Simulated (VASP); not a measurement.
Method: PBE GGA, VASP's PBE PAW potentials (set 64) (plane waves; VASP).

The input files of a VASP run:

KPOINTS:
```
kpoints
0
G
  8 8 8
0 0 0
```

**INCAR**
```
ALGO=Normal
EDIFF=1E-6
ENCUT=475
GGA=PE
ISIF=2
ISMEAR=0
LASPH=.TRUE.
LCHARG=.FALSE.
LMAXMIX=4
LREAL=.FALSE.
LWAVE=.FALSE.
NELM=100
PREC=Accurate
SIGMA=0.05
SYSTEM=NbTe
```

File POSCAR:
```
NbTe
6.7999450
 -0.2725527927   0.2725527927   0.9227296691
  0.2725527927  -0.2725527927   0.9227296691
  0.2725527927   0.2725527927  -0.9227296691
Nb Te
2 2
Cartesian
 -0.0000000000   0.0000000000   1.3840945037
  0.0000000000   0.2725527927   0.0000000000
  0.0000000000  -0.0000000000   0.3063462502
  0.0000000000   0.2725527927   0.7677110847
```

POTCAR, in this order: Nb_sv Te (PBE.64 set). Program: vasp_std.

The run wrote:

File OSZICAR:
```
       N       E                     dE             d eps       ncg     rms          rms(c)
DAV:   1     0.353727746543E+03    0.35373E+03   -0.18953E+04  2730   0.148E+03
DAV:   2     0.396659078526E+01   -0.34976E+03   -0.34558E+03  3402   0.524E+02
DAV:   3    -0.256563224114E+02   -0.29623E+02   -0.29282E+02  4734   0.112E+02
DAV:   4    -0.279423351313E+02   -0.22860E+01   -0.22695E+01  4319   0.282E+01
DAV:   5    -0.280618166384E+02   -0.11948E+00   -0.11767E+00  4550   0.552E+00    0.103E+01
DAV:   6    -0.272514677518E+02    0.81035E+00   -0.44780E+00  4077   0.137E+01    0.457E+00
DAV:   7    -0.272157770785E+02    0.35691E-01   -0.25051E-01  4665   0.298E+00    0.215E+00
DAV:   8    -0.272075014312E+02    0.82756E-02   -0.50630E-02  4167   0.124E+00    0.382E-01
DAV:   9    -0.272076258038E+02   -0.12437E-03   -0.45762E-03  4451   0.461E-01    0.200E-01
DAV:  10    -0.272078345994E+02   -0.20880E-03   -0.90701E-04  3970   0.265E-01    0.439E-02
DAV:  11    -0.272078067675E+02    0.27832E-04   -0.70177E-05  4039   0.515E-02    0.151E-02
DAV:  12    -0.272078054445E+02    0.13230E-05   -0.10775E-05  3626   0.234E-02    0.375E-03
DAV:  13    -0.272078049081E+02    0.53644E-06   -0.12309E-06  2561   0.707E-03
   1 F= -.27207805E+02 E0= -.27205060E+02  d E =-.548890E-02
```

OUTCAR:
```
------------------------ aborting loop because EDIFF is reached ----------------------------------------
  FORCE on cell =-STRESS in cart. coord.  units (eV):
  Direction    XX          YY          ZZ          XY          YZ          ZX
  --------------------------------------------------------------------------------------
  Total        0.3678433      0.3678433      1.3782754      0.0000000      0.0000000      0.0000000
  in kB        6.8363062      6.8363062     25.6150167      0.0000000      0.0000000      0.0000000
  external PRESSURE =      13.0958764 kB  Pullay stress =       0.0000000 kB
  volume of cell :       86.21
      direct lattice vectors                 reciprocal lattice vectors
    -1.853344000  1.853344000  6.274511000     0.000000000  0.269782620  0.079687485
     1.853344000 -1.853344000  6.274511000     0.269782620  0.000000000  0.079687485
     1.853344000  1.853344000 -6.274511000     0.269782620  0.269782620  0.000000000
 POSITION                                       TOTAL-FORCE (eV/Angst)
 -----------------------------------------------------------------------------------
      0.00000      0.00000      9.41177        -0.000000      0.000000     -0.308909
      0.00000      1.85334      0.00000         0.000000     -0.000000     -0.308909
      0.00000      0.00000      2.08314         0.000000     -0.000000      0.308909
      0.00000      1.85334      5.22039        -0.000000      0.000000      0.308909
 -----------------------------------------------------------------------------------
    total drift:                               -0.000000     -0.000000      0.000586
  FREE ENERGIE OF THE ION-ELECTRON SYSTEM (eV)
  ---------------------------------------------------
  free  energy   TOTEN  =       -27.2078049081 eV

  energy  without entropy=      -27.2023160049  energy(sigma->0) =      -27.20506046
```
(Selected blocks of OUTCAR.)

OUTCAR:
```
 val. band max:       11.2791956276   @ k =  -0.1250  -0.2500   0.1250

 cond. band min:      11.2948613699   @ k =  -0.1250   0.2500   0.1250


 Fermi energy:        11.2824360048

 k-point     1 :       0.0000    0.0000    0.0000
  band No.  band energies     occupation
      1     -44.3135      2.00000
      2     -44.3025      2.00000
      3     -20.4864      2.00000
      4     -20.4864      2.00000
      5     -20.4499      2.00000
      6     -20.3665      2.00000
      7     -20.3665      2.00000
      8     -20.2951      2.00000
      9      -3.0586      2.00000
     10      -1.2229      2.00000
     11       3.9730      2.00000
     12       7.7423      2.00000
     13       7.7590      2.00000
     14       7.7590      2.00000
     15       8.5238      2.00000
     16       8.5238      2.00000
     17       8.7426      2.00000
     18       9.0152      2.00000
     19      10.9959      2.00000
     20      11.3747      0.00907
     21      12.3266      0.00000
     22      12.5171      0.00000
     23      12.5213      0.00000

 k-point     2 :       0.1250    0.0000   -0.0000
  band No.  band energies     occupation
      1     -44.3125      2.00000
      2     -44.3021      2.00000
      3     -20.5031      2.00000
      4     -20.4848      2.00000
      5     -20.4426      2.00000
      6     -20.3802      2.00000
      7     -20.3646      2.00000
      8     -20.2973      2.00000
      9      -2.8963      2.00000
     10      -1.1961      2.00000
     11       4.1332      2.00000
     12       7.0210      2.00000
     13       7.5123      2.00000
     14       7.6542      2.00000
     15       8.2249      2.00000
     16       8.4574      2.00000
     17       8.9719      2.00000
     18       9.3655      2.00000
     19      10.8340      2.00000
     20      11.2392      1.77886
     21      11.9025      0.00000
     22      12.4898      0.00000
     23      12.8206      0.00000

 k-point     3 :       0.2500    0.0000   -0.0000
...
```

Unless said otherwise, spin-orbit coupling is left out, though it shifts the bands of the heavy elements here.

The structure was generated: NbTe was put into the NbAs type (I4_1md), which need not be its known phase. The cell was not relaxed at this level. The run is one of a series of settings (ENCUT = 475 against the base run), some of them coarse on purpose.
